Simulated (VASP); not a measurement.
Output of a VASP run:

File OUTCAR:
```
 ion  position               nearest neighbor table
   1  0.000  0.000  0.000-   4 1.73   5 1.73   4 1.73   5 1.73   3 1.73   6 1.73   2 3.14   2 3.14
                             2 3.14   2 3.14   2 3.14   2 3.14   2 3.14   2 3.14
   2  0.500  0.500  0.500-   3 1.73   6 1.73   3 1.73   6 1.73   5 1.73   4 1.73   1 3.14   1 3.14
                             1 3.14   1 3.14   1 3.14   1 3.14   1 3.14   1 3.14
   3  0.303  0.303  0.000-   2 1.73   2 1.73   1 1.73
   4  0.803  0.197  0.500-   1 1.73   1 1.73   2 1.73
   5  0.197  0.803  0.500-   1 1.73   1 1.73   2 1.73
   6  0.697  0.697  0.000-   2 1.73   2 1.73   1 1.73
  LATTYP: Found a simple tetragonal cell.
 ALAT       =     4.0324512869
 C/A-ratio  =     0.6490621767
 Subroutine PRICEL returns:
 Original cell was already a primitive cell.
 Subroutine GETGRP returns: Found 16 space group operations
The static configuration has the point symmetry D_2h.
 The point group associated with its full space group is D_4h.
The dynamic configuration has the point symmetry D_2h.
 Subroutine INISYM returns: Found 16 space group operations
 Subroutine IBZKPT returns following result:
 Found     50 irreducible k-points:

 Following reciprocal coordinates:
            Coordinates               Weight
  0.000000  0.000000  0.000000      1.000000
  0.166667  0.000000  0.000000      4.000000
  0.333333  0.000000  0.000000      4.000000
  0.500000  0.000000  0.000000      2.000000
  0.166667  0.166667  0.000000      4.000000
  0.333333  0.166667  0.000000      8.000000
  0.500000  0.166667  0.000000      4.000000
  0.333333  0.333333  0.000000      4.000000
  0.500000  0.333333  0.000000      4.000000
  0.500000  0.500000  0.000000      1.000000
  0.000000  0.000000  0.125000      2.000000
  0.166667  0.000000  0.125000      8.000000
  0.333333  0.000000  0.125000      8.000000
  0.500000  0.000000  0.125000      4.000000
  0.166667  0.166667  0.125000      8.000000
  0.333333  0.166667  0.125000     16.000000
  0.500000  0.166667  0.125000      8.000000
  0.333333  0.333333  0.125000      8.000000
  0.500000  0.333333  0.125000      8.000000
  0.500000  0.500000  0.125000      2.000000
  0.000000  0.000000  0.250000      2.000000
  0.166667  0.000000  0.250000      8.000000
  0.333333  0.000000  0.250000      8.000000
  0.500000  0.000000  0.250000      4.000000
  0.166667  0.166667  0.250000      8.000000
  0.333333  0.166667  0.250000     16.000000
  0.500000  0.166667  0.250000      8.000000
  0.333333  0.333333  0.250000      8.000000
  0.500000  0.333333  0.250000      8.000000
  0.500000  0.500000  0.250000      2.000000
  0.000000  0.000000  0.375000      2.000000
  0.166667  0.000000  0.375000      8.000000
  0.333333  0.000000  0.375000      8.000000
  0.500000  0.000000  0.375000      4.000000
  0.166667  0.166667  0.375000      8.000000
  0.333333  0.166667  0.375000     16.000000
  0.500000  0.166667  0.375000      8.000000
  0.333333  0.333333  0.375000      8.000000
  0.500000  0.333333  0.375000      8.000000
  0.500000  0.500000  0.375000      2.000000
   k-points           NKPTS =     50   k-points in BZ     NKDIM =     50   number of bands    NBANDS=     20
   number of dos      NEDOS =    301   number of ions     NIONS =      6
   total plane-waves  NPLWV =  31104
   dimension x,y,z NGX =    36 NGY =   36 NGZ =   24
   dimension x,y,z NGXF=    72 NGYF=   72 NGZF=   48
   ions per type =               2   4
   PREC   = accura    normal or accurate (medium, high low for compatibility)
   ISTART =      0    job   : 0-new  1-cont  2-samecut
   ICHARG =      2    charge: 1-file 2-atom 10-const
   ISPIN  =      1    spin polarized calculation?
   LNONCOLLINEAR =      F non collinear calculations
   LSORBIT =      F    spin-orbit coupling
   INIWAV =      1    electr: 0-lowe 1-rand  2-diag
   ENCUT  =  620.0 eV  45.57 Ry    6.75 a.u.   8.19  8.19  5.31*2*pi/ulx,y,z
   NELM   =    100;   NELMIN=  2; NELMDL= -5     # of ELM steps
   EDIFF  = 0.1E-05   stopping-criterion for ELM
...
```

File OSZICAR:
```
       N       E                     dE             d eps       ncg     rms          rms(c)
DAV:   1     0.190402206447E+03    0.19040E+03   -0.20664E+04  2000   0.181E+03
DAV:   2    -0.431272348077E+02   -0.23353E+03   -0.22410E+03  2672   0.359E+02
DAV:   3    -0.504469598278E+02   -0.73197E+01   -0.72963E+01  2400   0.668E+01
DAV:   4    -0.505005223195E+02   -0.53562E-01   -0.53510E-01  2372   0.644E+00
DAV:   5    -0.505010295190E+02   -0.50720E-03   -0.50715E-03  2328   0.624E-01    0.195E+01
DAV:   6    -0.455957729016E+02    0.49053E+01   -0.18183E+01  2272   0.312E+01    0.912E+00
DAV:   7    -0.455886568733E+02    0.71160E-02   -0.76028E-01  2360   0.607E+00    0.326E+00
DAV:   8    -0.456022604470E+02   -0.13604E-01   -0.27078E-02  2276   0.160E+00    0.111E+00
DAV:   9    -0.456077246145E+02   -0.54642E-02   -0.86486E-03  2316   0.962E-01    0.281E-01
DAV:  10    -0.456079082268E+02   -0.18361E-03   -0.21925E-04  2356   0.133E-01    0.380E-02
DAV:  11    -0.456079079343E+02    0.29255E-06   -0.47190E-05  2320   0.527E-02    0.559E-03
DAV:  12    -0.456079084327E+02   -0.49844E-06   -0.18030E-06  1520   0.128E-02
   1 F= -.33654394E+02 E0= -.33654394E+02  d E =-.336544E+02
```

**OUTCAR**
```
------------------------ aborting loop because EDIFF is reached ----------------------------------------
  FORCE on cell =-STRESS in cart. coord.  units (eV):
  Direction    XX          YY          ZZ          XY          YZ          ZX
  --------------------------------------------------------------------------------------
  Total       11.9620103     11.9620103     11.9472530      0.0000000      0.0000000      0.0000000
  in kB      450.3198214    450.3198214    449.7642691      0.0000000      0.0000000      0.0000000
  external PRESSURE =       0.1346373 kB  Pullay stress =     450.0000000 kB
  volume of cell :       42.56
      direct lattice vectors                 reciprocal lattice vectors
     4.032451287  0.000000000  0.000000000     0.247988117  0.000000000  0.000000000
     0.000000000  4.032451287  0.000000000     0.000000000  0.247988117  0.000000000
     0.000000000  0.000000000  2.617311610     0.000000000  0.000000000  0.382071434
 POSITION                                       TOTAL-FORCE (eV/Angst)
 -----------------------------------------------------------------------------------
      0.00000      0.00000      0.00000         0.000000      0.000000     -0.000000
      2.01623      2.01623      1.30866         0.000000      0.000000     -0.000000
      1.22083      1.22083      0.00000        -0.000440     -0.000440     -0.000000
      3.23705      0.79540      1.30866        -0.000440      0.000440      0.000000
      0.79540      3.23705      1.30866         0.000440     -0.000440     -0.000000
      2.81163      2.81163      0.00000         0.000440      0.000440      0.000000
 -----------------------------------------------------------------------------------
    total drift:                                0.000000      0.000000     -0.000000
  FREE ENERGIE OF THE ION-ELECTRON SYSTEM (eV)
  ---------------------------------------------------
  free  energy   TOTEN  =       -45.6079084327 eV

  energy  without entropy=      -45.6079084327  energy(sigma->0) =      -45.60790843
  enthalpy is  TOTEN    =       -33.6543936666 eV   P V=       11.9535147661

 reached required accuracy - stopping structural energy minimisation
```
(Selected blocks of OUTCAR.)

**POSCAR**
```
SiO2
1
    4.0324512869     0.0000000000     0.0000000000
   -0.0000000000     4.0324512869     0.0000000000
    0.0000000000     0.0000000000     2.6173116097
Si O
2 4
Direct
  1.0000000000   0.0000000000   0.0000000000
  0.5000000000   0.5000000000   0.5000000000
  0.3027501483   0.3027501483   1.0000000000
  0.8027501483   0.1972498517   0.5000000000
  0.1972498517   0.8027501483   0.5000000000
  0.6972498517   0.6972498517   0.0000000000
```

Task: Reconstruct the remaining input files.

Result: This is not unique; one that fits is the input of the run itself, PBE GGA, plane waves, VASP's PBE PAW potentials (set 64).

INCAR:
```
SYSTEM = SiO2
PREC = Accurate
ENCUT = 620
EDIFF = 1E-6
NELM = 100
ALGO = Normal
LREAL = .FALSE.
LASPH = .TRUE.
ISMEAR = 0
SIGMA = 0.05
GGA = PE
LWAVE = .FALSE.
LCHARG = .FALSE.
IBRION = 2
ISIF = 3
NSW = 40
EDIFFG = -0.02
PSTRESS = 450
```

### KPOINTS
```
Automatic mesh
0
Gamma
6 6 8
0 0 0
```

POTCAR, in this order: Si O (PBE.64 set). Program: vasp_std.

The compound is SiO2 in the rutile structure, stishovite, a high-pressure form. It was relaxed first under an external pressure of 45 GPa.
